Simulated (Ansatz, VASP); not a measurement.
**Cross-check of KAg between VASP and Ansatz**

Wanted: the spread between two codes on one cell, functional and k mesh. The cell is generated by rule, not measured, and may not be a known phase. The cell is taken from a series of runs on this material, whose earlier steps may have relaxed, scaled, displaced or heated it; both programs get it as it stands.

Calculated with Ansatz 0.2.0; plane waves, with VASP 6.6.1 beside it; zone-centre phonons at PBEsol.

The structure was built from a prototype and need not be the compound's stable phase.

### 1. The starting structure

The structure is orthorhombic, space group Cmmm (No. 65). Conventional cell: a = 7.606 Å, b = 8.547 Å, c = 3.858 Å, α = 90.00°, β = 90.00°, γ = 90.00°. Nearest to K lie 8 Ag at 3.41 to 3.58 Å and 1 K at 3.69 Å. Nearest to Ag lie 1 Ag at 2.82 Å and 8 K at 3.41 to 3.58 Å. Farther neighbours are not listed.

As a file:

```cif
data_structure
_symmetry_space_group_name_H-M 'P 1'
_symmetry_Int_Tables_number 1
_cell_length_a 5.7206
_cell_length_b 5.7206
_cell_length_c 3.8582
_cell_angle_alpha 90.000
_cell_angle_beta 90.000
_cell_angle_gamma 96.670
_cell_volume 125.41
loop_
_atom_site_label
_atom_site_type_symbol
_atom_site_fract_x
_atom_site_fract_y
_atom_site_fract_z
_atom_site_occupancy
K1 K 0.71560 0.28440 0.50000 1
K2 K 0.28440 0.71560 0.50000 1
Ag3 Ag 0.81431 0.81431 0.00000 1
Ag4 Ag 0.18569 0.18569 0.00000 1
```

### 2. VASP: zone-centre phonons, PBEsol

Second derivatives magnify differences that forces hide, and they need a tight electronic threshold.

Lines of VASP's logs that name or quote its potential files are left out, and so is its time.

INCAR

```
SYSTEM = KAg
PREC = Accurate
ENCUT = 500
EDIFF = 1E-08
NELM = 120
ISMEAR = 1
SIGMA = 0.15
LREAL = .FALSE.
ALGO = Normal
GGA = PS
NBANDS = 26
LASPH = .TRUE.
LORBIT = 11
LWAVE = .FALSE.
LCHARG = .FALSE.
ISIF = 2
IBRION = 8
GGA_COMPAT = .FALSE.
KPAR = 2
```

POSCAR

```
KAg
1.0
    3.8029354720     -4.2735654465      0.0000000000
    3.8029354720      4.2735654465      0.0000000000
    0.0000000000      0.0000000000      3.8581710964
K Ag
2 2
Direct
    0.7155968298      0.2844031702      0.5000000000
    0.2844031702      0.7155968298      0.5000000000
    0.8143103867      0.8143103867      0.0000000000
    0.1856896133      0.1856896133      0.0000000000
```

KPOINTS

```
Automatic mesh
0
Gamma
8 8 10
0 0 0
```

Potentials, in the order of the species: K_sv and Ag (PBE family, release 64).

Run with:

```sh
mpirun -np 2 vasp_std
```

Numbers of over 12 decimals in the logs are rounded to 6 here.

The log of the run:

```text
[banner, memory and clock lines left out]
running    2 mpi-ranks, on    1 nodes
 distrk:  each k-point on    1 cores,    2 groups
 distr:  one band on    1 cores,    1 groups

 POSCAR found type information on POSCAR K Ag
 POSCAR found :  2 types and       4 ions
|                                                                             |
|               ----> ADVICE to this user running VASP <----                  |
|                                                                             |
|     You enforced a specific xc type in the INCAR file but a different       |
|     [... a line on the potential file left out ...]
|     I HOPE YOU KNOW WHAT YOU ARE DOING!                                     |
|                                                                             |

 LDA part: xc-table for (Slater+PW92), standard interpolation
 POSCAR, INCAR and KPOINTS ok, starting setup
 FFT: planning ... GRIDC
 FFT: planning ... GRID_SOFT
 FFT: planning ... GRID
 WAVECAR not read
 entering main loop
       N       E                     dE             d eps       ncg     rms          rms(c)
DAV:   1     0.258336672920E+03    0.25834E+03   -0.18702E+04  6552   0.136E+03
DAV:   2     0.723564597854E+01   -0.25110E+03   -0.24419E+03  6932   0.347E+02
DAV:   3    -0.771934596494E+01   -0.14955E+02   -0.14863E+02 10004   0.708E+01
DAV:   5    -0.841623421729E+01   -0.18534E-01   -0.18530E-01  9000   0.149E+00    0.716E+00
DAV:   6    -0.812918749207E+01    0.28705E+00   -0.14799E+00  7024   0.749E+00    0.375E+00
DAV:   7    -0.810609263879E+01    0.23095E-01   -0.45820E-02  9442   0.116E+00    0.213E+00
DAV:   8    -0.809934300503E+01    0.67496E-02   -0.26356E-02  7764   0.823E-01    0.157E-01
DAV:   9    -0.809942408721E+01   -0.81082E-04   -0.32382E-03  9328   0.340E-01    0.112E-01
DAV:  10    -0.809942805042E+01   -0.39632E-05   -0.15174E-04  7792   0.822E-02    0.469E-02
DAV:  11    -0.809945024442E+01   -0.22194E-04   -0.38742E-05  8540   0.296E-02    0.849E-03
DAV:  12    -0.809945306578E+01   -0.28214E-05   -0.49063E-06  7426   0.138E-02    0.360E-03
DAV:  13    -0.809945278852E+01    0.27726E-06   -0.26762E-07  9390   0.294E-03    0.154E-03
DAV:  14    -0.809945255755E+01    0.23097E-06   -0.53745E-08  7186   0.165E-03    0.413E-04
DAV:  15    -0.809945254729E+01    0.10254E-07   -0.37468E-09  4492   0.385E-04    0.606E-05
DAV:  16    -0.809945255187E+01   -0.45748E-08   -0.90582E-10  3824   0.149E-04
   1 F= -.80994526E+01 E0= -.80990744E+01  d E =-.113459E-02
 Linear response reoptimize wavefunctions to high precision
DAV:   1    -0.809945255767E+01   -0.57989E-08   -0.32233E-10  3948   0.101E-04
DAV:   2    -0.809945255764E+01    0.24102E-10   -0.13312E-10  3758   0.520E-05
 Linear response DOF=           6
 Linear response progress:
  Degree of freedom:   1/  6
       N       E                     dE             d eps       ncg     rms          rms(c)
RMM:   1    -0.326794619717E+00   -0.32679E+00    0.34760E-01 17098   0.330E+00
RMM:   2    -0.323800116722E+00    0.29945E-02   -0.40536E-02 19042   0.822E-01    0.430E-02
RMM:   3    -0.325816742342E+00   -0.20166E-02   -0.52515E-03 21483   0.244E-01    0.260E-02
RMM:   4    -0.325876358775E+00   -0.59616E-04   -0.23788E-04 22966   0.488E-02    0.168E-02
RMM:   5    -0.325890479586E+00   -0.14121E-04   -0.46692E-05 24541   0.200E-02    0.656E-03
RMM:   6    -0.325889450993E+00    0.10286E-05   -0.13596E-05 25415   0.840E-03    0.255E-03
RMM:   7    -0.325889419535E+00    0.31458E-07   -0.53585E-06 25575   0.430E-03    0.965E-04
RMM:   8    -0.325887956301E+00    0.14632E-05   -0.16054E-06 26584   0.242E-03    0.449E-04
RMM:   9    -0.325887090941E+00    0.86536E-06    0.34602E-06 25065   0.155E-03    0.175E-04
RMM:  10    -0.325887215190E+00   -0.12425E-06    0.42857E-06 27053   0.996E-04    0.909E-05
RMM:  11    -0.325887178269E+00    0.36920E-07    0.53793E-06 27447   0.673E-04    0.120E-04
RMM:  12    -0.325887373016E+00   -0.19475E-06    0.25784E-06 26056   0.499E-04    0.209E-04
RMM:  13    -0.325887249943E+00    0.12307E-06    0.25327E-06 25339   0.387E-04    0.200E-04
RMM:  14    -0.325887510462E+00   -0.26052E-06    0.13142E-06 23974   0.313E-04    0.289E-04
RMM:  15    -0.325885600331E+00    0.19101E-05    0.12414E-06 21092   0.416E-04    0.256E-04
RMM:  16    -0.325885600790E+00   -0.45882E-09    0.58048E-07 23468   0.234E-04    0.243E-04
RMM:  17    -0.325886318026E+00   -0.71724E-06    0.65267E-07 20862   0.270E-04    0.376E-05
RMM:  18    -0.325886421367E+00   -0.10334E-06    0.43684E-07 22470   0.191E-04    0.321E-05
RMM:  19    -0.325886366884E+00    0.54483E-07    0.34690E-07 24177   0.158E-04    0.248E-05
RMM:  20    -0.325886326556E+00    0.40328E-07    0.21567E-07 24367   0.144E-04    0.175E-05
RMM:  21    -0.325886305470E+00    0.21086E-07    0.17991E-07 23307   0.138E-04    0.926E-06
RMM:  22    -0.325886294655E+00    0.10815E-07    0.11465E-07 23384   0.132E-04    0.464E-06
RMM:  23    -0.325886298164E+00   -0.35091E-08    0.97921E-08 24066   0.122E-04    0.766E-06
 first order change of Fermi-energy  -0.19178E-04
 force on displaced ion       1 direction 1 :  -1.433  -0.000   0.000
 Linear response progress:
  Degree of freedom:   2/  6
       N       E                     dE             d eps       ncg     rms          rms(c)
RMM:   1    -0.326427669214E+00   -0.32643E+00    0.35020E-01 10510   0.336E+00
[...]
RMM:   7    -0.307893045191E+00    0.55685E-05   -0.59090E-06 23355   0.392E-03    0.754E-04
RMM:   8    -0.307891056493E+00    0.19887E-05   -0.19841E-06 24073   0.211E-03    0.326E-04
RMM:   9    -0.307890062702E+00    0.99379E-06    0.13797E-06 24014   0.132E-03    0.981E-05
RMM:  10    -0.307889819863E+00    0.24284E-06    0.22564E-06 24917   0.876E-04    0.619E-05
RMM:  11    -0.307889440821E+00    0.37904E-06    0.34450E-06 24023   0.626E-04    0.469E-05
RMM:  12    -0.307889095892E+00    0.34493E-06    0.13853E-06 23853   0.480E-04    0.166E-05
RMM:  13    -0.307889338942E+00   -0.24305E-06    0.18830E-06 22579   0.383E-04    0.809E-05
RMM:  14    -0.307889432738E+00   -0.93796E-07    0.10303E-06 24633   0.306E-04    0.134E-04
RMM:  15    -0.307889426028E+00    0.67098E-08    0.10578E-06 24232   0.252E-04    0.158E-04
RMM:  16    -0.307889448357E+00   -0.22329E-07    0.62674E-07 23186   0.215E-04    0.178E-04
RMM:  17    -0.307889235204E+00    0.21315E-06    0.61257E-07 20952   0.194E-04    0.142E-04
RMM:  18    -0.307889181049E+00    0.54155E-07    0.37269E-07 22327   0.169E-04    0.141E-04
RMM:  19    -0.307889178118E+00    0.29316E-08    0.35718E-07 21392   0.152E-04    0.149E-04
RMM:  20    -0.307889193200E+00   -0.15082E-07    0.23304E-07 20237   0.139E-04    0.159E-04
 first order change of Fermi-energy  -0.32879E-04
 force on displaced ion       1 direction 3 :   0.000   0.000  -0.911
 Linear response progress:
  Degree of freedom:   4/  6
       N       E                     dE             d eps       ncg     rms          rms(c)
RMM:   1    -0.306126116659E+00   -0.30613E+00   -0.20230E-01 11879   0.252E+00
RMM:   2    -0.306574704555E+00   -0.44859E-03   -0.19094E-03 11043   0.236E-01    0.753E-02
RMM:   3    -0.306569005617E+00    0.56989E-05   -0.15355E-04 11444   0.590E-02    0.455E-02
RMM:   4    -0.306706207057E+00   -0.13720E-03   -0.14385E-04 11918   0.564E-02    0.748E-03
RMM:   5    -0.306701581094E+00    0.46260E-05   -0.15952E-05 13351   0.147E-02    0.426E-03
RMM:   6    -0.306681366816E+00    0.20214E-04   -0.42134E-06 13870   0.638E-03    0.154E-03
RMM:   7    -0.306655363120E+00    0.26004E-04   -0.79747E-07 15024   0.260E-03    0.541E-04
RMM:   8    -0.306647206438E+00    0.81567E-05   -0.33921E-07 15562   0.128E-03    0.224E-04
RMM:   9    -0.306646187027E+00    0.10194E-05   -0.45617E-08 16051   0.620E-04    0.104E-04
RMM:  10    -0.306646450532E+00   -0.26350E-06   -0.34466E-09 16581   0.297E-04    0.353E-05
RMM:  11    -0.306646751142E+00   -0.30061E-06   -0.29155E-08 16017   0.170E-04    0.201E-05
RMM:  12    -0.306646787674E+00   -0.36531E-07   -0.52858E-09 16948   0.108E-04    0.127E-05
RMM:  13    -0.306646749346E+00    0.38328E-07   -0.10299E-08 15582   0.754E-05    0.140E-05
RMM:  14    -0.306646803649E+00   -0.54303E-07   -0.28848E-09 15280   0.595E-05    0.895E-06
RMM:  15    -0.306646801135E+00    0.25142E-08   -0.83384E-09 16552   0.482E-05    0.910E-06
 first order change of Fermi-energy   0.19107E+00
 force on displaced ion       3 direction 1 :  -2.270  -0.000   0.000
 Linear response progress:
  Degree of freedom:   5/  6
       N       E                     dE             d eps       ncg     rms          rms(c)
RMM:   1    -0.306237640382E+00   -0.30624E+00   -0.20190E-01 19612   0.255E+00
RMM:   2    -0.306689645297E+00   -0.45200E-03   -0.16867E-03 17910   0.242E-01    0.674E-02
RMM:   3    -0.306778082102E+00   -0.88437E-04   -0.11646E-04 19147   0.554E-02    0.390E-02
RMM:   4    -0.307014969762E+00   -0.23689E-03   -0.15906E-04 19628   0.637E-02    0.713E-03
RMM:   5    -0.306956296928E+00    0.58673E-04   -0.19080E-05 22441   0.164E-02    0.308E-03
RMM:   6    -0.306926389540E+00    0.29907E-04   -0.46452E-06 23242   0.659E-03    0.175E-03
RMM:   7    -0.306889537481E+00    0.36852E-04   -0.93974E-07 24422   0.307E-03    0.411E-04
RMM:   8    -0.306884817485E+00    0.47200E-05   -0.19243E-07 26211   0.142E-03    0.231E-04
RMM:   9    -0.306885240556E+00   -0.42307E-06   -0.20182E-07 25732   0.645E-04    0.144E-04
RMM:  10    -0.306885660427E+00   -0.41987E-06   -0.18379E-08 26748   0.309E-04    0.569E-05
RMM:  11    -0.306886198655E+00   -0.53823E-06   -0.10898E-08 25343   0.198E-04    0.399E-05
RMM:  12    -0.306886343853E+00   -0.14520E-06   -0.15702E-08 26778   0.125E-04    0.931E-06
RMM:  13    -0.306886221141E+00    0.12271E-06   -0.92728E-09 26019   0.896E-05    0.102E-05
RMM:  14    -0.306886247557E+00   -0.26416E-07   -0.22943E-09 26106   0.681E-05    0.648E-06
RMM:  15    -0.306886233022E+00    0.14535E-07   -0.54071E-09 27672   0.546E-05    0.326E-06
RMM:  16    -0.306886228034E+00    0.49878E-08   -0.38889E-12 25693   0.460E-05    0.225E-06
 first order change of Fermi-energy  -0.39084E-05
 force on displaced ion       3 direction 2 :  -0.000  -1.159   0.000
 Linear response progress:
  Degree of freedom:   6/  6
       N       E                     dE             d eps       ncg     rms          rms(c)
RMM:   1    -0.299617266951E+00   -0.29962E+00   -0.20286E-01 16513   0.255E+00
RMM:   2    -0.300208162922E+00   -0.59090E-03   -0.16269E-03 15879   0.236E-01    0.629E-02
RMM:   3    -0.300108576662E+00    0.99586E-04   -0.14905E-04 17441   0.560E-02    0.353E-02
RMM:   4    -0.300231183098E+00   -0.12261E-03   -0.14865E-04 17338   0.553E-02    0.769E-03
RMM:   5    -0.300294437832E+00   -0.63255E-04   -0.16066E-05 18295   0.167E-02    0.332E-03
RMM:   6    -0.300293128477E+00    0.13094E-05   -0.50864E-06 20363   0.865E-03    0.177E-03
RMM:   7    -0.300268317632E+00    0.24811E-04   -0.15431E-06 20721   0.390E-03    0.274E-04
RMM:   8    -0.300266768628E+00    0.15490E-05   -0.39288E-07 22869   0.157E-03    0.203E-04
RMM:   9    -0.300267967016E+00   -0.11984E-05   -0.62254E-08 22807   0.617E-04    0.576E-05
RMM:  10    -0.300268443048E+00   -0.47603E-06    0.86109E-08 23475   0.293E-04    0.542E-05
RMM:  11    -0.300268499054E+00   -0.56006E-07   -0.15159E-08 24889   0.156E-04    0.318E-05
RMM:  12    -0.300268131970E+00    0.36708E-06   -0.25013E-09 23175   0.993E-05    0.654E-06
RMM:  13    -0.300268164216E+00   -0.32246E-07   -0.21650E-09 24256   0.679E-05    0.974E-06
RMM:  14    -0.300268149699E+00    0.14518E-07   -0.42599E-09 23869   0.518E-05    0.700E-06
RMM:  15    -0.300268165737E+00   -0.16038E-07   -0.56449E-09 22208   0.440E-05    0.191E-05
RMM:  16    -0.300268156499E+00    0.92386E-08   -0.47686E-09 20338   0.402E-05    0.466E-06
 first order change of Fermi-energy  -0.80194E-04
 force on displaced ion       3 direction 3 :   0.000   0.000  -1.140
 Linear response finished
```

(Part 1 of 2 ends here.)

[Lines on the potential files, build, host, timing and source positions are cut from VASP's logs without a mark.]

[Logs are printed without paths, hosts, clocks, repeated set-up lines and the standing remarks that a program may print on its own settings, such as how far it seeks lower states.]

[Hosts, paths, dates, database ids (printed as entryN), source tags and the programs' standing remarks are cut or masked in the printed files.]
